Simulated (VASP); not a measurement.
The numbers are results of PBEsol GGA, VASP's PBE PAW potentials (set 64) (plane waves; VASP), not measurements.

VASP ran on this input.

KPOINTS:
```
Automatic mesh
0
Gamma
14 14 14
0 0 0
```

INCAR:
```
PREC = Accurate
LORBIT = 10
EDIFFG = -0.01   # ionic stop
LCHARG = .FALSE.
NSW = 60   # most ionic steps
EDIFF = 1E-6
SYSTEM = V
ENCUT = 400   # plane-wave cut-off (eV)
NELM = 100
LASPH = .TRUE.   # aspherical one-centre terms
ISPIN = 2   # spin-polarised
MAGMOM = 2.0 2.0
LWAVE = .FALSE.
ISMEAR = 1   # Methfessel-Paxton
ISIF = 3   # ions, shape and volume
IBRION = 2
SIGMA = 0.1   # width (eV)
GGA = PS   # PBEsol
LREAL = .FALSE.
ALGO = Normal   # blocked Davidson
LMAXMIX = 4   # l cut-off of mixed one-centre charges
```

File POSCAR:
```
V
1
   -2.3664030000     2.3664030000     1.2911380000
    2.3664030000    -2.3664030000     1.2911380000
    2.3664030000     2.3664030000    -1.2911380000
V
2
Direct
  0.7500000000   0.2500000000   0.5000000000
  0.0000000000   0.0000000000   0.0000000000
```

POTCAR, in this order: V_sv (PBE.64 set). Program: vasp_std.

The resulting files:

### OSZICAR
```
       N       E                     dE             d eps       ncg     rms          rms(c)
DAV:   1     0.256699950064E+03    0.25670E+03   -0.13417E+04 18624   0.132E+03
DAV:   2    -0.116622612409E+02   -0.26836E+03   -0.26367E+03 18880   0.451E+02
DAV:   3    -0.194383914446E+02   -0.77761E+01   -0.75876E+01 22158   0.884E+01
DAV:   4    -0.195463066546E+02   -0.10792E+00   -0.10722E+00 20859   0.975E+00
DAV:   5    -0.195474964545E+02   -0.11898E-02   -0.11895E-02 21250   0.110E+00    0.268E+01
DAV:   6    -0.180886717792E+02    0.14588E+01   -0.12073E+01 19930   0.328E+01    0.471E+00
DAV:   7    -0.182055632859E+02   -0.11689E+00   -0.51901E-01 20308   0.663E+00    0.384E+00
DAV:   8    -0.182241013853E+02   -0.18538E-01   -0.16578E-02 20036   0.157E+00    0.139E+00
DAV:   9    -0.182213903585E+02    0.27110E-02   -0.97729E-03 19651   0.109E+00    0.543E-01
DAV:  10    -0.182217938013E+02   -0.40344E-03   -0.20150E-03 21183   0.452E-01    0.162E-01
DAV:  11    -0.182220619947E+02   -0.26819E-03   -0.19496E-04 19895   0.126E-01    0.635E-02
DAV:  12    -0.182220883057E+02   -0.26311E-04   -0.36083E-05 19938   0.493E-02    0.136E-02
DAV:  13    -0.182220882321E+02    0.73583E-07   -0.27195E-06 14740   0.140E-02
   1 F= -.18222088E+02 E0= -.18222292E+02  d E =-.182221E+02  mag=     0.0010
       N       E                     dE             d eps       ncg     rms          rms(c)
DAV:   1    -0.290918769091E+02   -0.10870E+02   -0.24707E+02 18740   0.191E+02    0.441E+01
DAV:   2    -0.185482719502E+02    0.10544E+02   -0.44313E+01 18926   0.758E+01    0.796E+00
DAV:   3    -0.182814232604E+02    0.26685E+00   -0.14908E+00 20806   0.112E+01    0.709E+00
DAV:   4    -0.182095544692E+02    0.71869E-01   -0.19415E-01 21550   0.460E+00    0.761E-01
DAV:   5    -0.182041177134E+02    0.54368E-02   -0.38884E-02 20652   0.200E+00    0.116E-01
DAV:   6    -0.182040935152E+02    0.24198E-04   -0.60818E-04 19569   0.308E-01    0.907E-02
DAV:   7    -0.182040934422E+02    0.72998E-07   -0.97404E-05 21035   0.118E-01    0.208E-02
DAV:   8    -0.182040889345E+02    0.45077E-05   -0.27184E-06 15493   0.170E-02    0.476E-03
DAV:   9    -0.182040887950E+02    0.13948E-06   -0.17720E-07  9359   0.526E-03
   2 F= -.18204089E+02 E0= -.18204015E+02  d E =0.179994E-01  mag=     0.0000
       N       E                     dE             d eps       ncg     rms          rms(c)
DAV:   1    -0.214526770698E+02   -0.32486E+01   -0.73705E+01 18950   0.115E+02    0.185E+01
DAV:   2    -0.183621731589E+02    0.30905E+01   -0.16900E+01 19100   0.406E+01    0.274E+00
DAV:   3    -0.183286337922E+02    0.33539E-01   -0.76802E-02 20378   0.242E+00    0.168E+00
DAV:   4    -0.183130207063E+02    0.15613E-01   -0.40513E-02 22474   0.174E+00    0.182E-01
DAV:   5    -0.183130488113E+02   -0.28105E-04   -0.19157E-03 20174   0.507E-01    0.119E-01
DAV:   6    -0.183129915644E+02    0.57247E-04   -0.44624E-04 19108   0.225E-01    0.248E-02
DAV:   7    -0.183129937163E+02   -0.21519E-05   -0.94399E-06 19705   0.309E-02    0.158E-02
DAV:   8    -0.183129926425E+02    0.10738E-05   -0.61490E-06 16028   0.255E-02    0.551E-04
DAV:   9    -0.183129925183E+02    0.12422E-06   -0.55583E-08  9308   0.304E-03
   3 F= -.18312993E+02 E0= -.18312916E+02  d E =-.909043E-01  mag=    -0.0000
       N       E                     dE             d eps       ncg     rms          rms(c)
DAV:   1    -0.183141321391E+02   -0.11395E-02   -0.25644E-02 18792   0.206E+00    0.380E-01
DAV:   2    -0.183130397058E+02    0.10924E-02   -0.57625E-03 19128   0.765E-01    0.678E-02
DAV:   3    -0.183130261564E+02    0.13549E-04   -0.35612E-05 19859   0.549E-02    0.457E-02
DAV:   4    -0.183130193351E+02    0.68213E-05   -0.15126E-05 21248   0.339E-02    0.371E-03
DAV:   5    -0.183130191357E+02    0.19944E-06   -0.72725E-07  9686   0.969E-03
   4 F= -.18313019E+02 E0= -.18312937E+02  d E =-.909309E-01  mag=     0.0000
       N       E                     dE             d eps       ncg     rms          rms(c)
DAV:   1    -0.183349067650E+02   -0.21887E-01   -0.69825E-01 18544   0.120E+01    0.924E-01
DAV:   2    -0.183197599157E+02    0.15147E-01   -0.25310E-02 18958   0.197E+00    0.445E-01
DAV:   3    -0.183151338450E+02    0.46261E-02   -0.11210E-02 21530   0.102E+00    0.552E-02
DAV:   4    -0.183151274603E+02    0.63847E-05   -0.53599E-04 18722   0.331E-01    0.256E-02
DAV:   5    -0.183151165903E+02    0.10870E-04   -0.10183E-05 26395   0.408E-02    0.971E-03
DAV:   6    -0.183151149896E+02    0.16008E-05   -0.16563E-06 11119   0.211E-02    0.212E-03
DAV:   7    -0.183151149265E+02    0.63054E-07   -0.15148E-07  9341   0.620E-03
   5 F= -.18315115E+02 E0= -.18314939E+02  d E =-.209579E-02  mag=    -0.0000
       N       E                     dE             d eps       ncg     rms          rms(c)
DAV:   1    -0.183250933738E+02   -0.99784E-02   -0.33670E-01 18544   0.831E+00    0.643E-01
DAV:   2    -0.183177998735E+02    0.72935E-02   -0.12161E-02 18836   0.137E+00    0.309E-01
DAV:   3    -0.183155778189E+02    0.22221E-02   -0.53840E-03 21492   0.707E-01    0.382E-02
DAV:   4    -0.183155749580E+02    0.28609E-05   -0.25942E-04 18752   0.231E-01    0.177E-02
DAV:   5    -0.183155696491E+02    0.53089E-05   -0.49455E-06 22192   0.281E-02    0.651E-03
DAV:   6    -0.183155688123E+02    0.83677E-06   -0.75670E-07  9499   0.143E-02
   6 F= -.18315569E+02 E0= -.18315343E+02  d E =-.254968E-02  mag=    -0.0000
```

### OUTCAR
```
------------------------ aborting loop because EDIFF is reached ----------------------------------------
  FORCE on cell =-STRESS in cart. coord.  units (eV):
  Direction    XX          YY          ZZ          XY          YZ          ZX
  --------------------------------------------------------------------------------------
  Total        0.0081007      0.0081007      0.0195695      0.0000000      0.0000000      0.0000000
  in kB        0.4867590      0.4867590      1.1758986      0.0000000      0.0000000      0.0000000
  external PRESSURE =       0.7164722 kB  Pullay stress =       0.0000000 kB
  volume of cell :       26.66
      direct lattice vectors                 reciprocal lattice vectors
    -2.286999984  2.286999984  1.274466092     0.000000000  0.218627024  0.392321148
     2.286999984 -2.286999984  1.274466092     0.218627024  0.000000000  0.392321148
     2.286999984  2.286999984 -1.274466092     0.218627024  0.218627024  0.000000000
 POSITION                                       TOTAL-FORCE (eV/Angst)
 -----------------------------------------------------------------------------------
      0.00000      2.28700      0.63723        -0.000000      0.000000     -0.000000
      2.28700     -2.28700      1.27447         0.000000     -0.000000      0.000000
 -----------------------------------------------------------------------------------
    total drift:                                0.000000      0.000000      0.000000
  FREE ENERGIE OF THE ION-ELECTRON SYSTEM (eV)
  ---------------------------------------------------
  free  energy   TOTEN  =       -18.3155688123 eV

  energy  without entropy=      -18.3148920391  energy(sigma->0) =      -18.31534322

 total charge

# of ion       s       p       d       tot
------------------------------------------
    1        2.349   6.205   3.256  11.810
    2        2.349   6.205   3.256  11.810
--------------------------------------------------
tot          4.697  12.410   6.512  23.619

 magnetization (x)

# of ion       s       p       d       tot
------------------------------------------
    1        0.000   0.000  -0.000  -0.000
    2        0.000   0.000  -0.000  -0.000
--------------------------------------------------
tot          0.000   0.000  -0.000  -0.000

 reached required accuracy - stopping structural energy minimisation
```
(Selected blocks of OUTCAR.)

**CONTCAR**
```
V
   1.00000000000000
    -2.2869999840729802    2.2869999840729802    1.2744660924280327
     2.2869999840729802   -2.2869999840729802    1.2744660924280327
     2.2869999840729802    2.2869999840729802   -1.2744660924280327
  V
     2
Direct
     0.7500000000000000    0.2500000000000000    0.5000000000000000
     0.0000000000000000    1.0000000000000000    0.0000000000000000
```

Energy and stress use the plane-wave basis of the starting cell.

The structure was generated: V was put into the beta-Sn type (I4_1/amd), which need not be its known phase. This run relaxes it. Symmetry was kept, so distortions that lower it aren't found.
